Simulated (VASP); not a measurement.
## Be4SSe3 (ordered alloy cell): computed properties

All values below come from PBEsol GGA, VASP's PBE PAW potentials (set 64) (plane waves; VASP).

| Property | Result |
|---|---|
| space group | Amm2 (38) |
| cell | a = 3.5820 Å, b = 7.1595 Å, c = 10.1141 Å, α = β = γ = 90.00° |
| volume per atom | 16.21 Å³/atom |
| band gap (over mesh and band path) | 2.30 eV |
| smallest direct gap (over mesh and band path) | 2.42 eV |
| band-edge character | indirect, Γ to T |
| density | 3.91 g/cm³ |

Be4SSe3 is modelled in the orthorhombic space group Amm2 (No. 38), Pearson symbol oS16. Conventional cell: a = 3.582 Å, b = 7.160 Å, c = 10.114 Å, α = β = γ = 90.00°. Be1 on 2a has 4 Se at 2.191–2.195 Å (tetrahedral). Be2 on 4e has 1 S at 2.123 Å and 3 Se at 2.213–2.218 Å (tetrahedral). Be3 on 2a has 2 S at 2.150 Å and 2 Se at 2.235 Å (tetrahedral). Se1 on 2b has 4 Be at 2.195–2.218 Å (tetrahedral). Se2 on 4d sees 4 Be at 2.191–2.235 Å (tetrahedral). S on 2b is surrounded by 4 Be at 2.123–2.150 Å (tetrahedral). (Neighbours: up to the widest gap in distance over summed covalent radii, below 1.35, at either atom; cation-cation and far metal-metal contacts left out.)
(The calculation used a cell of 8 atoms; values per cell refer to that cell.)

The structure was generated: Be4SSe3 was put into an ordered model structure (Amm2), which need not be its known phase. It was relaxed first. Symmetry was kept, so distortions that lower it aren't found.
